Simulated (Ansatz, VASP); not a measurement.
# NbIn2: VASP beside Ansatz, part 2 of 2

One calculation is typed for both programs; each brings its own data sets. How far apart do they land? The cell is generated by rule, not measured, and may not be a known phase. Of the first pair: The two relaxations start from unlike cells of this crystal (the structure described is Ansatz's start), so only their ends are compared.

VASP 6.6.1 and Ansatz 0.2.0.

So far: Set-up; Ansatz: relaxation of cell and atoms, PBEsol, pair 1; VASP: relaxation of cell and atoms, PBEsol, pair 1; Differences.

### 5. Ansatz: relaxation of cell and atoms, PBEsol, pair 2

Level of this step: Ansatz beside VASP: Kohn-Sham DFT, plane waves, PBEsol (Ansatz).

The relaxed volume is the usual yardstick between codes: in a stiff, nearly cubic crystal its relative difference is about their pressure difference at one cell divided by the bulk modulus. Its start cell is another than that of the pair before, and may be another structure of the material.

The cell is taken from a series of runs on this material, whose earlier steps may have relaxed, scaled, displaced or heated it; both programs get it as it stands.

File input.yaml:

```yaml
crystal:
  lattice:
    - [4.8977931996, -3.9103e-06, 0.0]
    - [-2.4488932134, 4.2416152885, 0.0]
    - [0.0, 0.0, 2.8829622874]
  atoms:
    - { symbol: Nb, position: [0.0, 0.0, 0.0] }
    - { symbol: In, position: [0.3333333333, 0.6666666667, 0.5] }
    - { symbol: In, position: [0.6666666667, 0.3333333333, 0.5] }
kpoints:
  mp_grid: { grid: [12, 12, 14] }
hamiltonian:
  xc: pbesol
scf:
  occupations: { method: gaussian, width: 0.1 }
output:
  forces: true
  stress: true
  eigenvalues: true
  write_density: true
  write_potential: true
  elf: true
  volumetric_format: npy
relax:
  adjacent_minimum: "off"
  f_tol: 0.005
  max_steps: 80
  cell: { stress_tol: 0.05 }
```

The run is started by

```sh
ansatz run input.yaml --threads 8 --pin off --max-ram 14336MiB --backend cpu --events-out ev --progress --plain --runs-dir out
```

Numbers of over 12 decimals in the logs are rounded to 6 here.

The log of the run:

```text
[...]
Crystal: 3 atoms, lattice volume = 59.892 Å³
Basis set: ecut = 420 eV, 1155 PW (Γ), exchange–correlation on 72×72×40 points (8 copies of the dense FFT grid, shifted against one another)
Bands: 24, of which v1, the nominal top of the filled ones, is band 20 counted from 1 (19 counted from 0)
Symmetry: 24 space group operations
[...]
k-points: 152 of 2016
[...]
--- Relaxed structure (3 steps of the walk, 3 accepted, 1 SCFs on fresh bases) ---
[...]
cell:  # Å, volume = 60.0251 Å³
    - [4.890421, -3.9044030991527876e-6, 0.0]
    - [-2.445207, 4.235231, 0.0]
    - [0.0, 0.0, 2.898075]
  atoms:
    - { symbol: Nb, position: [0, 0, 0.0] }
    - { symbol: In, position: [0.333333, 0.666667, 0.5] }
    - { symbol: In, position: [0.666667, 0.333333, 0.5] }
[key lines of the parts left out:]
SCF converged after 8 iterations
Free energy (F): -15545.699598 eV
Fermi energy:    14.733613 eV
P = ⅓ Tr σ = -0.0101 GPa (-0.101 kbar)
```

### 6. VASP: relaxation of cell and atoms, PBEsol, pair 2

The same cell, functional, mesh and smearing now go to VASP, with its own data sets.

File INCAR:

```
SYSTEM = NbIn2
PREC = Accurate
ENCUT = 500
EDIFF = 1E-07
NELM = 120
ISMEAR = 0
SIGMA = 0.1
LREAL = .FALSE.
ALGO = Normal
GGA = PS
NBANDS = 25
LASPH = .TRUE.
LORBIT = 11
LWAVE = .FALSE.
LCHARG = .FALSE.
ISIF = 3
IBRION = 2
NSW = 80
EDIFFG = -0.005
GGA_COMPAT = .FALSE.
NELMIN = 4
KPAR = 2
```

File POSCAR:

```
NbIn2
1.0
    4.8977930000     -0.0000040000      0.0000000000
   -2.4488930000      4.2416150000      0.0000000000
    0.0000000000      0.0000000000      2.8829620000
Nb In
1 2
Direct
    0.0000000000      0.0000000000      0.0000000000
    0.3333332653      0.6666666667      0.5000000000
    0.6666667347      0.3333333333      0.5000000000
```

File KPOINTS:

```
Automatic mesh
0
Gamma
12 12 14
0 0 0
```

The projector-augmented-wave data sets are Nb_sv and In_d (PBE family, release 64).

The run is started by

```sh
mpirun -np 2 vasp_std
```

The log of the run:

```text
[banner, memory and clock lines left out]
running    2 mpi-ranks, on    1 nodes
[...]
[... a notice as in an earlier step ...]

 LDA part: xc-table for (Slater+PW92), standard interpolation
 POSCAR, INCAR and KPOINTS ok, starting setup
[...]
entering main loop
       N       E                     dE             d eps       ncg     rms          rms(c)
DAV:   1     0.412682070035E+03    0.41268E+03   -0.19184E+04  7617   0.213E+03
DAV:   2     0.248003883817E+02   -0.38788E+03   -0.38225E+03  7696   0.528E+02
DAV:   3    -0.151222210037E+02   -0.39923E+02   -0.39246E+02  9959   0.195E+02
DAV:   4    -0.171417917383E+02   -0.20196E+01   -0.20065E+01 13093   0.399E+01
[...]
DAV:  12    -0.163372054819E+02   -0.18487E-05   -0.78742E-06 11104   0.212E-02    0.449E-03
DAV:  13    -0.163372052313E+02    0.25054E-06   -0.72835E-07 10425   0.732E-03    0.137E-03
DAV:  14    -0.163372052114E+02    0.19935E-07   -0.42178E-08  5178   0.216E-03
   1 F= -.16337205E+02 E0= -.16332912E+02  d E =-.163372E+02
[... from here on, the cycles between the ionic steps are left out ...]
   2 F= -.16338002E+02 E0= -.16333710E+02  d E =-.797192E-03
   3 F= -.16338196E+02 E0= -.16333909E+02  d E =-.990869E-03
   4 F= -.16338278E+02 E0= -.16334019E+02  d E =-.823670E-04
   5 F= -.16338300E+02 E0= -.16334033E+02  d E =-.104060E-03
[...]
reached required accuracy - stopping structural energy minimisation
```

From OUTCAR (step 6):

```text
  Total        0.0016914      0.0016914      0.0029876      0.0000000      0.0000000     -0.0000000
  in kB        0.0451658      0.0451658      0.0797786      0.0000000      0.0000000     -0.0000000
  external PRESSURE =       0.0567034 kB  Pullay stress =       0.0000000 kB

 POSITION                                       TOTAL-FORCE (eV/Angst)
 -----------------------------------------------------------------------------------
      0.00000      0.00000      0.00000        -0.000000     -0.000000      0.000000
      0.00000      2.82333      1.44858         0.000000     -0.000000     -0.000000
      2.44507      1.41166      1.44858        -0.000000      0.000000      0.000000
 -----------------------------------------------------------------------------------
    total drift:                                0.000000     -0.000000      0.000000

  FREE ENERGIE OF THE ION-ELECTRON SYSTEM (eV)
  ---------------------------------------------------
  free  energy   TOTEN  =       -16.3383001409 eV

  energy  without entropy=      -16.3297654875  energy(sigma->0) =      -16.33403281

[... 1 part as in an earlier step ...]

[... 3 further parts left out ...]
[key lines of the parts left out:]
E-fermi :  10.4055
```

### 7. Side by side

The two programs side by side:

```csv
quantity,Ansatz,VASP,difference
volume (Å³),60.03,60.00,+0.04 %
"edge a after relaxation, in the typed setting (Å)",4.890,4.890,+0.01 %
"edge c after relaxation, in the typed setting (Å)",2.898,2.897,+0.03 %
```

### 8. Ansatz: relaxation of cell and atoms, PBEsol, pair 3

The relaxed volume is the usual yardstick between codes: in a stiff, nearly cubic crystal its relative difference is about their pressure difference at one cell divided by the bulk modulus.

The cell is taken from a series of runs on this material, whose earlier steps may have relaxed, scaled, displaced or heated it; both programs get it as it stands.

File input.yaml:

```yaml
crystal:
  lattice:
    - [4.8904209341, -3.9044e-06, 0.0]
    - [-2.4452070858, 4.2352307164, 0.0]
    - [0.0, 0.0, 2.8980749584]
  atoms:
    - { symbol: Nb, position: [0.0, 0.0, 0.0] }
    - { symbol: In, position: [0.3333333333, 0.6666666667, 0.5] }
    - { symbol: In, position: [0.6666666667, 0.3333333333, 0.5] }
kpoints:
  mp_grid: { grid: [12, 12, 16] }
hamiltonian:
  xc: pbesol
scf:
  occupations: { method: methfessel_paxton, width: 0.2 }
output:
  forces: true
  stress: true
  eigenvalues: true
relax:
  adjacent_minimum: "off"
  f_tol: 0.001
  max_steps: 60
  cell: { stress_tol: 0.01 }
```

The run is started by

```sh
ansatz run input.yaml --threads 8 --pin off --max-ram 14336MiB --backend cpu --events-out ev --progress --plain --runs-dir out
```

The log of the run:

```text
[...]
Crystal: 3 atoms, lattice volume = 60.025 Å³
Basis set: ecut = 420 eV, 1143 PW (Γ), exchange–correlation on 72×72×40 points (8 copies of the dense FFT grid, shifted against one another)
Bands: 24, of which v1, the nominal top of the filled ones, is band 20 counted from 1 (19 counted from 0)
Symmetry: 24 space group operations
[...]
k-points: 171 of 2304
[...]
--- Relaxed structure (3 steps of the walk, 2 accepted, 1 SCFs on fresh bases) ---
[...]
cell:  # Å, volume = 59.9906 Å³
    - [4.890798, -3.904666495470469e-6, 0.0]
    - [-2.445396, 4.235557, 0.0]
    - [0.0, 0.0, 2.895965]
  atoms:
    - { symbol: Nb, position: [0, 0, 0.0] }
    - { symbol: In, position: [0.333333, 0.666667, 0.500000] }
    - { symbol: In, position: [0.666667, 0.333333, 0.500000] }
[key lines of the parts left out:]
SCF converged after 4 iterations
Free energy (F): -15545.696136 eV
Fermi energy:    14.754545 eV
P = ⅓ Tr σ = 0.0040 GPa (0.040 kbar)
```

### 9. VASP: relaxation of cell and atoms, PBEsol, pair 3

The same cell, functional, mesh and smearing now go to VASP, with its own data sets.

INCAR: that of step 6 with these lines changed.

```diff
@@ -5,4 +5,4 @@
 NELM = 120
-ISMEAR = 0
-SIGMA = 0.1
+ISMEAR = 1
+SIGMA = 0.2
 LREAL = .FALSE.
```

File POSCAR:

```
NbIn2
1.0
    4.8904210000     -0.0000040000      0.0000000000
   -2.4452070000      4.2352310000      0.0000000000
    0.0000000000      0.0000000000      2.8980750000
Nb In
1 2
Direct
    0.0000000000      0.0000000000      0.0000000000
    0.3333332652      0.6666666667      0.4999998275
    0.6666667348      0.3333333333      0.4999998275
```

File KPOINTS:

```
Automatic mesh
0
Gamma
12 12 16
0 0 0
```

The run is started by

```sh
mpirun -np 2 vasp_std
```

The log of the run:

```text
[... set-up lines as in an earlier step ...]
 entering main loop
       N       E                     dE             d eps       ncg     rms          rms(c)
DAV:   1     0.409905189369E+03    0.40991E+03   -0.19106E+04  8616   0.212E+03
DAV:   2     0.247812593126E+02   -0.38512E+03   -0.37941E+03  8606   0.526E+02
DAV:   3    -0.151089093729E+02   -0.39890E+02   -0.39202E+02 11220   0.194E+02
DAV:   4    -0.171403696333E+02   -0.20315E+01   -0.20197E+01 14757   0.400E+01
[...]
DAV:  12    -0.163349573410E+02   -0.22633E-05   -0.84540E-06 12198   0.228E-02    0.326E-03
DAV:  13    -0.163349569442E+02    0.39682E-06   -0.71751E-07 11622   0.723E-03    0.134E-03
DAV:  14    -0.163349568644E+02    0.79788E-07   -0.35908E-08  5676   0.200E-03
   1 F= -.16334957E+02 E0= -.16336603E+02  d E =-.163350E+02
[...]
2 F= -.16334969E+02 E0= -.16336610E+02  d E =-.122878E-04
[...]
3 F= -.16334994E+02 E0= -.16336637E+02  d E =-.366774E-04
[...]
4 F= -.16334994E+02 E0= -.16336637E+02  d E =-.367514E-04
[...]
reached required accuracy - stopping structural energy minimisation
```

From OUTCAR (step 9):

```text
  Total        0.0145053      0.0145053     -0.0072731      0.0000000      0.0000000      0.0000000
  in kB        0.3875854      0.3875854     -0.1943385      0.0000000      0.0000000      0.0000000
  external PRESSURE =       0.1936108 kB  Pullay stress =       0.0000000 kB

 POSITION                                       TOTAL-FORCE (eV/Angst)
 -----------------------------------------------------------------------------------
      0.00000      0.00000      0.00000         0.000000     -0.000000      0.000000
      0.00000      2.82304      1.44795        -0.000000     -0.000000      0.000000
      2.44483      1.41152      1.44795         0.000000      0.000000      0.000000
 -----------------------------------------------------------------------------------
    total drift:                               -0.000000     -0.000000      0.000314

  FREE ENERGIE OF THE ION-ELECTRON SYSTEM (eV)
  ---------------------------------------------------
  free  energy   TOTEN  =       -16.3349936158 eV

  energy  without entropy=      -16.3399234572  energy(sigma->0) =      -16.33663690

[... 1 part as in an earlier step ...]

[... 3 further parts left out ...]
[key lines of the parts left out:]
E-fermi :  10.4255
```

### 10. Differences

Compared:

```csv
quantity,Ansatz,VASP,difference
volume (Å³),59.99,59.96,+0.05 %
"edge a after relaxation, in the typed setting (Å)",4.891,4.890,+0.02 %
"edge c after relaxation, in the typed setting (Å)",2.896,2.896,+0.00 %
```

### 11. Outcome

```
difference in edge c after relaxation, in the typed setting (relaxation of cell and atoms, PBEsol, pair 1) : -0.14 %
difference in volume (relaxation of cell and atoms, PBEsol, pair 2)                                        : 0.043 %
difference in volume (relaxation of cell and atoms, PBEsol, pair 3)                                        : 0.049 %
```

**Reading.** The difference in edge c after relaxation, in the typed setting is -0.14 % (relaxation of cell and atoms, PBEsol, pair 1), within the 1.2 % picked in this series as the mark of a large difference, as far as the stopping tolerances let one tell. Such differences can come from data sets, numerical settings and the points named under the comparisons, not from the functional's error against experiment.

[Lines on the potential files, build, host, timing and source positions are cut from VASP's logs without a mark.]

[Logs are printed without paths, hosts, clocks, repeated set-up lines and the standing remarks that a program may print on its own settings, such as how far it seeks lower states.]

[Hosts, paths, dates, database ids (printed as entryN), source tags and the programs' standing remarks are cut or masked in the printed files.]
